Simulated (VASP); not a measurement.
Data:

```yaml
crystal:
  lattice:
    - [-2.08396, 2.08396, 2.09438]
    - [2.08396, -2.08396, 2.09438]
    - [2.08396, 2.08396, -2.09438]
  atoms:
    - { symbol: Na, position: [0.00000, 0.00000, 0.00000] }
```

Level of theory: r2SCAN meta-GGA, VASP's PBE PAW potentials (set 64) (plane waves; VASP). Run with 480 eV cut-off, 12×12×12 Γ-centred mesh, first-order Methfessel-Paxton smearing of 0.10 eV, potentials Na_pv.

Question: Estimate the energy per atom (σ→0), band gap (on the k-mesh) with the smallest direct gap where there is one.

Answer: 
| Item | Value |
|---|---|
| band gap (on the k-mesh) | none (metal, semimetal or under 0.01 eV) |
| energy per atom (σ→0) | -342.5 kJ/mol of atoms |

The compound is Na in the bcc structure. This cell was strained or had an atom moved on purpose.
